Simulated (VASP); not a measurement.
Level of theory: r2SCAN meta-GGA, VASP's PBE PAW potentials (set 64) (plane waves; VASP 6.6.1).

Input for VASP

POSCAR:
```
Ge
1
    0.0000000000     2.8324706227     2.8324706227
    2.8324706227     0.0000000000     2.8324706227
    2.8324706227     2.8324706227     0.0000000000
Ge
2
Direct
  0.0000000000   0.0000000000   0.0000000000
  0.2500000000   0.2500000000   0.2500000000
```

KPOINTS:
```
Automatic mesh
0
Gamma
8 8 8
0 0 0
```

**INCAR**
```
ALGO = Normal
EDIFF = 1E-7
ENCUT = 480
ISIF = 2
ISMEAR = 0
LASPH = .TRUE.
LCHARG = .FALSE.
LMAXMIX = 4
LMIXTAU = .TRUE.
LREAL = .FALSE.
LWAVE = .FALSE.
METAGGA = R2SCAN
NELM = 100
PREC = Accurate
SIGMA = 0.05
SYSTEM = Ge
```

POTCAR, in this order: Ge_d (PBE.64 set). Program: vasp_std.

Problem. What will the output report for the number of irreducible k-points (NKPTS), number of bands (NBANDS), largest plane-wave count, number of space-group operations, FFT grid (NGX, NGY, NGZ)?

Solution. 
The number of irreducible k-points (NKPTS) comes out as 29 and the number of bands (NBANDS) comes out as 18. The largest plane-wave count is 1106, the number of space-group operations comes out as 48 and the FFT grid (NGX, NGY, NGZ) comes out as 30 × 30 × 30.

The compound is Ge in the diamond structure. It was relaxed first.
